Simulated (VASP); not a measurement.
An input for Ansatz (written as the equivalent of a VASP run, and not itself run):

Ansatz 0.2 input:
```yaml
crystal:
  lattice:
    - [0.0000000, 2.6237760, 2.6426050]
    - [2.5326260, 0.0000000, 2.6426050]
    - [2.5326260, 2.6237760, 0.0000000]
  atoms:
    - { symbol: Sr, position: [0.0000000, 0.0000000, 0.0000000] }
    - { symbol: O, position: [0.4868750, 0.5131250, 0.5131250] }
kpoints:
  mp_grid: { grid: [8, 8, 8] }
hamiltonian:
  xc: pbe
  pseudopotentials: { kind: paw }
scf:
  occupations: { method: gaussian, width: 0.05 }
  max_iter: 100
output: { forces: true, stress: true, eigenvalues: true }
```

Task: Write the VASP files for the same calculation (PBE).

Result: Several could match; the one computed here: 
**INCAR**
```
ISIF=2   # forces and stress, cell fixed
SYSTEM=SrO
ENCUT=520   # plane-wave cut-off (eV)
PREC=Accurate
ALGO=Normal   # blocked Davidson
NELM=100   # most electronic steps
ISMEAR=0   # Gaussian
GGA=PE   # PBE
LMAXMIX=4
LASPH=.TRUE.   # aspherical one-centre terms
SIGMA=0.05   # width (eV)
EDIFF=1E-6   # SCF stop (eV)
LCHARG=.FALSE.
LREAL=.FALSE.   # projection in real space or not
LWAVE=.FALSE.
```

### POSCAR
```
SrO
1
    0.0000000000     2.6237760000     2.6426050000
    2.5326260000     0.0000000000     2.6426050000
    2.5326260000     2.6237760000     0.0000000000
Sr O
1 1
Direct
  0.0000000000   0.0000000000   0.0000000000
  0.4868750000   0.5131250000   0.5131250000
```

### KPOINTS
```
Automatic mesh
0
Gamma
8 8 8
0 0 0
```

POTCAR, in this order: Sr_sv O (PBE.64 set). Program: vasp_std.

The two are equivalent in intent, not identical: each code has its own PAW files, so the cut-off isn't converted (ENCUT is set for VASP's; basis.ecutwfc is left out, and Ansatz then takes the one that its files recommend); Ansatz stops its SCF on the density residual and VASP on the energy change (EDIFF).

The compound is SrO in the rock salt structure. The cell was not relaxed at this level, atoms are displaced from their ideal sites.
